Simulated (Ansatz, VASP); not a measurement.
# Cross-check of CoIBr (1T-CoBrI monolayer) between VASP and Ansatz, part 2 of 2

One calculation is typed for both programs; each brings its own data sets. How far apart do they land? The structure shown is the start of the Ansatz relaxation below; VASP solves that cell, so the two are compared at the walk's first step.

VASP 6.6.1 and Ansatz 0.2.0.

So far: Starting point; Ansatz: relaxation, LDA.

## (3) VASP: single point, LDA, start cell

Level of this step: LDA, spin-polarised from a ferromagnetic start; plane waves and PAW (I, Co, Br) (VASP).

The same cell, functional (in two slightly different forms), mesh and smearing now go to VASP, with its own data sets.

Lines of VASP's logs that name or quote its potential files are left out, and so is its time.

Input file INCAR:

```
SYSTEM = CoIBr
PREC = Accurate
ENCUT = 520
EDIFF = 1E-06
NELM = 200
ISMEAR = -1
SIGMA = 0.05
LREAL = .FALSE.
ALGO = Normal
GGA = CA
NBANDS = 20
ISPIN = 2
MAGMOM = 0.03 0.82 0.05
LASPH = .TRUE.
LMAXMIX = 4
LORBIT = 11
LWAVE = .FALSE.
LCHARG = .FALSE.
ISIF = 2
LDIPOL = .TRUE.
IDIPOL = 3
DIPOL = 0.5 0.5 0.502
LVHAR = .TRUE.
GGA_COMPAT = .FALSE.
NELMDL = -8
KPAR = 2
```

Input file POSCAR:

```
CoIBr
1.0
    3.6802010000      0.0000000000      0.0000000000
   -1.8401000000      3.1871480000      0.0000000000
    0.0000000000      0.0000000000     36.3626390000
I Co Br
1 1 1
Direct
    0.6666665378      0.3333334379      0.4633877096
    0.0000000000      0.0000000000      0.5049295240
    0.3333331905      0.6666665621      0.5366122904
```

Input file KPOINTS:

```
Automatic mesh
0
Gamma
12 12 1
0 0 0
```

PAW data sets: I, Co and Br (LDA family, release 64).

Command:

```
> mpirun -np 2 vasp_std
```

Numbers of over 12 decimals in the logs are rounded to 6 here.

What it wrote:

```text
[banner, memory and clock lines left out]
running    2 mpi-ranks, on    1 nodes
 distrk:  each k-point on    1 cores,    2 groups
 distr:  one band on    1 cores,    1 groups

 POSCAR found type information on POSCAR I CoBr
 POSCAR found :  3 types and       3 ions
 LDA part: xc-table for (Slater(with rela. corr.)+CA(PZ))
 , standard interpolation
 POSCAR, INCAR and KPOINTS ok, starting setup
 FFT: planning ... GRIDC
 FFT: planning ... GRID_SOFT
 FFT: planning ... GRID
 WAVECAR not read
 entering main loop
       N       E                     dE             d eps       ncg     rms          rms(c)
DAV:   1     0.177902255510E+03    0.17790E+03   -0.66236E+03  1520   0.770E+02
DAV:   2     0.130119152106E+02   -0.16489E+03   -0.15426E+03  2160   0.186E+02
DAV:   3    -0.121004733434E+02   -0.25112E+02   -0.24558E+02  1964   0.750E+01
DAV:   4    -0.130693133430E+02   -0.96884E+00   -0.96553E+00  2088   0.183E+01
DAV:   5    -0.130922866475E+02   -0.22973E-01   -0.22970E-01  2328   0.273E+00
DAV:   6    -0.130926094965E+02   -0.32285E-03   -0.32285E-03  2140   0.281E-01
DAV:   7    -0.130926192341E+02   -0.97376E-05   -0.97377E-05  2316   0.476E-02
DAV:   8    -0.130926193100E+02   -0.75853E-07   -0.75742E-07  1912   0.494E-03    0.115E+01
DAV:   9    -0.137791779948E+02   -0.68656E+00   -0.97091E+00  1860   0.461E+01    0.120E+01
DAV:  10    -0.127565480008E+02    0.10226E+01   -0.10514E+01  2028   0.597E+01    0.632E+00
DAV:  11    -0.125184623347E+02    0.23809E+00   -0.95694E-01  2080   0.112E+01    0.234E+00
DAV:  12    -0.124842699818E+02    0.34192E-01   -0.10756E-01  2372   0.409E+00    0.834E-01
DAV:  13    -0.124834991858E+02    0.77080E-03   -0.11308E-02  2356   0.609E-01    0.383E-01
DAV:  14    -0.124826828644E+02    0.81632E-03   -0.10485E-03  2264   0.251E-01    0.188E-01
[...]
DAV:  26    -0.124838614054E+02   -0.24500E-04   -0.13944E-06  1768   0.477E-03    0.481E-03
DAV:  27    -0.124838762476E+02   -0.14842E-04   -0.69782E-07  1784   0.354E-03    0.301E-03
DAV:  28    -0.124838866022E+02   -0.10355E-04   -0.10227E-06  1788   0.265E-03    0.227E-03
DAV:  29    -0.124838893176E+02   -0.27153E-05   -0.90020E-08  1736   0.241E-03    0.176E-03
DAV:  30    -0.124838927912E+02   -0.34736E-05   -0.60097E-08  1492   0.189E-03    0.853E-04
DAV:  31    -0.124838946135E+02   -0.18223E-05   -0.31303E-08  1680   0.673E-04    0.475E-04
DAV:  32    -0.124838962318E+02   -0.16183E-05   -0.32219E-08  1556   0.489E-04    0.149E-04
DAV:  33    -0.124838969133E+02   -0.68142E-06   -0.10162E-08  1688   0.300E-04
   1 F= -.12483897E+02 E0= -.12473841E+02  d E =-.201118E-01  mag=     0.9965
```

OUTCAR, selected parts (step 3):

```text
ion  position               nearest neighbor table
   1  0.667  0.333  0.463-   2 2.61   2 2.61   2 2.61
   2  0.000  0.000  0.505-   3 2.42   3 2.42   3 2.42   1 2.61   1 2.61   1 2.61
   3  0.333  0.667  0.537-   2 2.42   2 2.42   2 2.42

  LATTYP: Found a hexagonal cell.
 ALAT       =     3.6802010000
 C/A-ratio  =     9.8806122274

 Subroutine GETGRP returns: Found  6 space group operations
 (whereof  6 operations were pure point group operations)

The static configuration has the point symmetry C_3v.

 Found     19 irreducible k-points:

   k-points           NKPTS =     19   k-points in BZ     NKDIM =     19   number of bands    NBANDS=     20

   dimension x,y,z NGX =    28 NGY =   28 NGZ =  270
   dimension x,y,z NGXF=    56 NGYF=   56 NGZF=  540

   ENCUT  =  520.0 eV  38.22 Ry    6.18 a.u.   6.84  6.84 67.61*2*pi/ulx,y,z

   NELECT =      23.0000    total number of electrons

 k-points in reciprocal lattice and weights: Automatic mesh
   0.00000000  0.00000000  0.00000000       0.007
   0.08333333  0.00000000  0.00000000       0.042
   0.16666667  0.00000000  0.00000000       0.042
   0.25000000 -0.00000000  0.00000000       0.042
   0.33333333  0.00000000  0.00000000       0.042
   0.41666667  0.00000000  0.00000000       0.042
   0.50000000 -0.00000000  0.00000000       0.021
   0.08333333  0.08333333  0.00000000       0.042
   0.16666667  0.08333333  0.00000000       0.083
[...]
0.33333333  0.25000000  0.00000000       0.083
   0.33333333  0.33333333  0.00000000       0.014

 dipolmoment           0.000000      0.000000      0.037177 electrons x Angstroem

 average (electrostatic) potential at core
       1-100.5447       2 -91.0667       3 -75.7790

 E-fermi :  -3.0692

 spin component 1
 k-point     1 :       0.0000    0.0000    0.0000
  band No.  band energies     occupation
    ...
      7      -4.8616      1.00000
      8      -4.8616      1.00000
      9      -4.5925      1.00000
     10      -4.5925      1.00000
     11      -4.1224      1.00000
     12      -2.4747      0.00001
     13      -2.4747      0.00001
     14       0.1281      0.00000
     15       1.1217      0.00000
     16       1.3935      0.00000
    ...

 k-point     2 :       0.0833    0.0000    0.0000
  band No.  band energies     occupation
    ...
      7      -5.3864      1.00000
      8      -5.1518      1.00000
      9      -4.5843      1.00000
     10      -4.3697      1.00000
     11      -3.9834      1.00000
     12      -2.7942      0.00408
     13      -2.5520      0.00003
     14       0.3845      0.00000
     15       1.2942      0.00000
     16       1.6309      0.00000
    ...

 k-point     3 :       0.1667    0.0000    0.0000
  band No.  band energies     occupation
    ...
      8      -5.4180      1.00000
      9      -4.5982      1.00000
     10      -4.1840      1.00000
     11      -3.9058      1.00000
     12      -3.3285      0.99445
     13      -2.7019      0.00065
     14       0.8925      0.00000
     15       1.5424      0.00000
     16       1.9253      0.00000
     17       1.9700      0.00000
    ...

 k-point     4 :       0.2500   -0.0000    0.0000
  band No.  band energies     occupation
    ...
      8      -5.5132      1.00000
      9      -4.6168      1.00000
     10      -4.1699      1.00000
     11      -4.0122      1.00000
     12      -3.4653      0.99964
     13      -2.7881      0.00361
     14       1.0732      0.00000
     15       1.5085      0.00000
     16       2.0811      0.00000
     17       2.4677      0.00000
    ...

 k-point     5 :       0.3333    0.0000    0.0000
  band No.  band energies     occupation
    ...
      8      -5.9104      1.00000
      9      -4.6501      1.00000
     10      -4.2711      1.00000
     11      -4.1229      1.00000
     12      -3.2799      0.98543
     13      -2.7882      0.00362
     14       0.5690      0.00000
     15       1.8191      0.00000
     16       2.2886      0.00000
     17       3.0834      0.00000
    ...

 k-point     6 :       0.4167    0.0000    0.0000
  band No.  band energies     occupation
    ...
      7      -6.3830      1.00000
      8      -6.3286      1.00000
      9      -4.6680      1.00000
     10      -4.3757      1.00000
     11      -4.2518      1.00000
     12      -3.0556      0.43266
     13      -2.7624      0.00216
     14       0.2290      0.00000
     15       1.7217      0.00000
     16       2.5221      0.00000
    ...

  Total       -0.8046094     -0.8046097     -0.0045348     -0.0000001      0.0000000      0.0000000
  in kB       -3.0225016     -3.0225024     -0.0170351     -0.0000005      0.0000000      0.0000000
  external PRESSURE =      -2.0206797 kB  Pullay stress =       0.0000000 kB

  energy-cutoff  :      520.00
  volume of cell :      426.51
      direct lattice vectors                 reciprocal lattice vectors
     3.680201000  0.000000000  0.000000000     0.271724289  0.156880027  0.000000000
    -1.840100000  3.187148000  0.000000000     0.000000000  0.313760139  0.000000000
     0.000000000  0.000000000 36.362639000     0.000000000  0.000000000  0.027500754

 POSITION                                       TOTAL-FORCE (eV/Angst)
 -----------------------------------------------------------------------------------
      1.84010      1.06238     16.85000         0.000000     -0.000000      0.334727
      0.00000      0.00000     18.36057        -0.000000      0.000000     -0.772019
      0.00000      2.12477     19.51264        -0.000000     -0.000000      0.437292
 -----------------------------------------------------------------------------------
    total drift:                                0.000509      0.000037     -0.000223

  FREE ENERGIE OF THE ION-ELECTRON SYSTEM (eV)
  ---------------------------------------------------
  free  energy   TOTEN  =       -12.4838969133 eV

  energy  without entropy=      -12.4637851063  energy(sigma->0) =      -12.47384101

 vacuum level on the upper side and lower side of the slab         2.037         1.463

 total charge
# of ion       s       p       d       tot
------------------------------------------
    1        1.523   2.722   0.054   4.299
    2        0.349   0.406   7.439   8.194
    3        1.615   3.192   0.055   4.862
--------------------------------------------------
tot          3.487   6.320   7.549  17.355

 magnetization (x)
# of ion       s       p       d       tot
------------------------------------------
    1        0.007   0.020   0.007   0.034
    2        0.002   0.004   0.812   0.819
    3        0.008   0.046   0.001   0.056
--------------------------------------------------
tot          0.018   0.071   0.820   0.908

[... 6 further parts left out ...]
```

The cell holds one magnetic atom, so no antiferromagnetic order fits into it.

## (4) Comparison

Known differences besides the potentials themselves: VASP starts from the moments at which Ansatz ended; the two LDA forms differ slightly; Ansatz cuts the interaction across the vacuum, VASP repeats the sheet with a dipole correction; the data sets hold 41 valence electrons in Ansatz (on its default PAW (the set named soft_2) files) and 23 in VASP; the cutoff is 420 eV in Ansatz and 520 eV in VASP; VASP's log shows a relativistic correction to its local exchange, Ansatz's none. Total energies have different zeros and are not compared.

Forces (eV/Å; atoms numbered as in POSCAR):

```csv
atom,"Ansatz x, y, z","VASP x, y, z"
I1,"0.000, 0.000, 0.331","0.000, 0.000, 0.335"
Co2,"0.000, 0.000, -0.756","0.000, 0.000, -0.772"
Br3,"0.000, 0.000, 0.426","0.000, 0.000, 0.437"
```

The forces differ by 6.6 meV/Å r.m.s., which is 2.1 % of the r.m.s. force of 0.316 eV/Å (both taken over all components). Moments aren't recorded for both runs of this pair, so they may hold unlike magnetic states. With vacuum in the cell, a pressure given here is an average over mostly empty space and none of the material.

## (5) Summary of results

| Property | Result |
| --- | --- |
| r.m.s. force difference (single point, LDA, start cell) | 2.1 % of the r.m.s. force |

**Reading.** The r.m.s. force difference is 2.1 % of the r.m.s. force (single point, LDA, start cell), within the 3 % picked in this series as the mark of a large difference. The data sets hold unlike numbers of valence electrons (41 in Ansatz and 23 in VASP), so part of the differences comes from the potentials. How closely two codes agree says nothing of how well the functional describes the real material.

[Lines on the potential files, build, host, timing and source positions are cut from VASP's logs without a mark.]

[Logs are printed without paths, hosts, clocks, repeated set-up lines and the standing remarks that a program may print on its own settings, such as how far it seeks lower states.]

[Hosts, paths, dates, database ids (printed as entryN), source tags and the programs' standing remarks are cut or masked in the printed files.]
